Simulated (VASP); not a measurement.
```yaml
crystal:
  lattice:
    - [5.70557, 0.00000, 0.00000]
    - [0.00000, 5.70557, 0.00000]
    - [0.00000, 0.00000, 5.70557]
  atoms:
    - { symbol: Zn, position: [0.00000, 0.00000, 0.00000] }
    - { symbol: Cd, position: [0.00000, 0.50000, 0.50000] }
    - { symbol: Cd, position: [0.50000, 0.00000, 0.50000] }
    - { symbol: Cd, position: [0.50000, 0.50000, 0.00000] }
    - { symbol: S, position: [0.76349, 0.76349, 0.23651] }
    - { symbol: S, position: [0.76349, 0.23651, 0.76349] }
    - { symbol: S, position: [0.23651, 0.23651, 0.23651] }
    - { symbol: S, position: [0.23651, 0.76349, 0.76349] }
```

Level of theory: PBEsol GGA, VASP's PBE PAW potentials (set 64) (plane waves; VASP 6.6.1). Settings: 400 eV cut-off, 5×5×5 Γ-centred mesh, tetrahedra with Blöchl corrections, potentials Zn Cd S.

Problem. What does the run give for the energy per atom (σ→0), band gap (on the k-mesh) with the smallest direct gap where there is one?

Solution. 
```json
{
 "band gap (on the k-mesh)": "1.21 eV",
 "smallest direct gap (on the k-mesh)": "1.21 eV",
 "energy per atom (σ→0)": "-3.493 eV/atom"
}
```

The absolute energy has meaning only against runs of the same code, potentials and settings.

The structure comes from a computed database's ZnCd3S4 entry (P-43m); how it stands against other phases isn't given here. It was relaxed first.
